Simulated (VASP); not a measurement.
Level of theory: PBEsol GGA, VASP's PBE PAW potentials (set 64) (plane waves; VASP).

The input files of a VASP run:

### KPOINTS
```
Automatic mesh
0
Gamma
10 10 5
0 0 0
```

File POSCAR:
```
CuF
1
    3.0974409678     0.0000000000     0.0000000000
   -1.5487204839     2.6824625396    -0.0000000000
    0.0000000000    -0.0000000000     5.2446202977
Cu F
2 2
Direct
  0.0000000000   0.0000000000   0.0000000000
  0.0000000000   0.0000000000   0.5000000000
  0.3333330000   0.6666670000   0.2500000000
  0.6666670000   0.3333330000   0.7500000000
```

**INCAR**
```
LCHARG=.FALSE.
ISMEAR=1
LWAVE=.FALSE.
ISIF=3   ! ions, shape and volume
LREAL=.FALSE.
NELM=100
PREC=Accurate
LASPH=.TRUE.   ! aspherical one-centre terms
ALGO=Normal
NSW=60   ! most ionic steps
EDIFFG=-0.02
LMAXMIX=4   ! l cut-off of mixed one-centre charges
ENCUT=520
GGA=PS
IBRION=2   ! conjugate gradients
SYSTEM=CuF
SIGMA=0.1   ! width (eV)
EDIFF=1E-6   ! SCF stop (eV)
```

POTCAR, in this order: Cu F (PBE.64 set). Program: vasp_std.

The run wrote:

File OSZICAR:
```
       N       E                     dE             d eps       ncg     rms          rms(c)
DAV:   1     0.357519120841E+03    0.35752E+03   -0.18387E+04  1912   0.257E+03
DAV:   2     0.318727383438E+02   -0.32565E+03   -0.31389E+03  1890   0.469E+02
DAV:   3    -0.153512123689E+02   -0.47224E+02   -0.45948E+02  2574   0.200E+02
DAV:   4    -0.166844340790E+02   -0.13332E+01   -0.13242E+01  2264   0.353E+01
DAV:   5    -0.167062143389E+02   -0.21780E-01   -0.21758E-01  2372   0.402E+00    0.738E+00
DAV:   6    -0.160357690980E+02    0.67045E+00   -0.11126E+01  2596   0.650E+01    0.611E+00
DAV:   7    -0.154324203024E+02    0.60335E+00   -0.31728E+00  2654   0.417E+01    0.161E+00
DAV:   8    -0.154341515514E+02   -0.17312E-02   -0.25487E-01  2352   0.413E+00    0.616E-01
DAV:   9    -0.154248989926E+02    0.92526E-02   -0.16861E-02  2492   0.211E+00    0.154E-01
DAV:  10    -0.154248701023E+02    0.28890E-04   -0.55355E-03  2824   0.115E+00    0.108E-01
DAV:  11    -0.154247835191E+02    0.86583E-04   -0.96497E-04  2834   0.611E-01    0.470E-02
DAV:  12    -0.154247500113E+02    0.33508E-04   -0.16162E-04  2346   0.130E-01    0.109E-02
DAV:  13    -0.154247499236E+02    0.87638E-07   -0.19517E-05  2496   0.410E-02    0.293E-03
DAV:  14    -0.154247500688E+02   -0.14517E-06   -0.95227E-07  1200   0.123E-02
   1 F= -.15424750E+02 E0= -.15424783E+02  d E =-.154248E+02
       N       E                     dE             d eps       ncg     rms          rms(c)
DAV:   1    -0.165116455984E+02   -0.10869E+01   -0.20291E+01  2184   0.769E+01    0.820E+00
DAV:   2    -0.156168668364E+02    0.89478E+00   -0.81602E+00  2196   0.452E+01    0.229E+00
DAV:   3    -0.154926880124E+02    0.12418E+00   -0.11911E+00  2416   0.232E+01    0.173E+00
DAV:   4    -0.154564561995E+02    0.36232E-01   -0.63793E-02  2672   0.616E+00    0.751E-01
DAV:   5    -0.154459509846E+02    0.10505E-01   -0.21081E-02  2956   0.241E+00    0.208E-01
DAV:   6    -0.154453295259E+02    0.62146E-03   -0.22184E-03  2750   0.730E-01    0.679E-02
DAV:   7    -0.154453098513E+02    0.19675E-04   -0.53145E-04  2862   0.334E-01    0.959E-03
DAV:   8    -0.154453129745E+02   -0.31232E-05   -0.16980E-05  2062   0.384E-02    0.650E-03
DAV:   9    -0.154453126565E+02    0.31799E-06   -0.11137E-06  1110   0.241E-02
   2 F= -.15445313E+02 E0= -.15445473E+02  d E =-.205626E-01
       N       E                     dE             d eps       ncg     rms          rms(c)
DAV:   1    -0.154744007575E+02   -0.29088E-01   -0.51745E-01  2184   0.117E+01    0.138E+00
DAV:   2    -0.154528765584E+02    0.21524E-01   -0.23745E-01  2196   0.843E+00    0.483E-01
DAV:   3    -0.154469633134E+02    0.59132E-02   -0.44745E-02  2342   0.460E+00    0.251E-01
DAV:   4    -0.154462445043E+02    0.71881E-03   -0.15675E-03  2696   0.816E-01    0.122E-01
DAV:   5    -0.154460066482E+02    0.23786E-03   -0.64578E-04  2900   0.451E-01    0.430E-02
DAV:   6    -0.154459791513E+02    0.27497E-04   -0.93042E-05  2810   0.172E-01    0.110E-02
DAV:   7    -0.154459786368E+02    0.51445E-06   -0.10716E-05  2306   0.274E-02    0.505E-03
DAV:   8    -0.154459777137E+02    0.92314E-06   -0.13620E-06   998   0.302E-02
   3 F= -.15445978E+02 E0= -.15446121E+02  d E =-.212276E-01
```

OUTCAR:
```
------------------------ aborting loop because EDIFF is reached ----------------------------------------
  FORCE on cell =-STRESS in cart. coord.  units (eV):
  Direction    XX          YY          ZZ          XY          YZ          ZX
  --------------------------------------------------------------------------------------
  Total        0.0045059      0.0045059      0.0149333      0.0000000      0.0000000      0.0000000
  in kB        0.1597880      0.1597880      0.5295674      0.0000000      0.0000000      0.0000000
  external PRESSURE =       0.2830478 kB  Pullay stress =       0.0000000 kB
  volume of cell :       45.18
      direct lattice vectors                 reciprocal lattice vectors
     3.132651878  0.000000000  0.000000000     0.319218362  0.184300809 -0.000000000
    -1.566325939  2.712956081  0.000000000     0.000000000  0.368601618 -0.000000000
     0.000000000  0.000000000  5.316057093     0.000000000  0.000000000  0.188109342
 POSITION                                       TOTAL-FORCE (eV/Angst)
 -----------------------------------------------------------------------------------
      0.00000      0.00000      0.00000        -0.000000     -0.000000      0.000000
      0.00000      0.00000      2.65803        -0.000000     -0.000000      0.000000
     -0.00000      1.80864      1.32901         0.000000     -0.000000      0.000000
      1.56633      0.90432      3.98704        -0.000000      0.000000      0.000000
 -----------------------------------------------------------------------------------
    total drift:                                0.000000     -0.000000      0.000000
  FREE ENERGIE OF THE ION-ELECTRON SYSTEM (eV)
  ---------------------------------------------------
  free  energy   TOTEN  =       -15.4459777137 eV

  energy  without entropy=      -15.4464085595  energy(sigma->0) =      -15.44612133

 reached required accuracy - stopping structural energy minimisation
```
(Selected blocks of OUTCAR.)

### CONTCAR
```
CuF
   1.00000000000000
     3.1326518778822323    0.0000000000000000    0.0000000000000000
    -1.5663259389411162    2.7129560813609039    0.0000000000000000
     0.0000000000000000    0.0000000000000000    5.3160570932993894
  Cu              F
     2     2
Direct
     0.0000000000000000    0.0000000000000000    0.0000000000000000
     0.0000000000000000    0.0000000000000000    0.5000000000000000
     0.3333330000000032    0.6666669999999968    0.2500000000000000
     0.6666669999999968    0.3333330000000032    0.7500000000000000
```

Energy and stress use the plane-wave basis of the starting cell.

The structure was generated: CuF was put into the NiAs type type (P6_3/mmc), which need not be its known phase. This run relaxes it. Symmetry was kept, so distortions that lower it aren't found. The start is the result of an earlier pass.
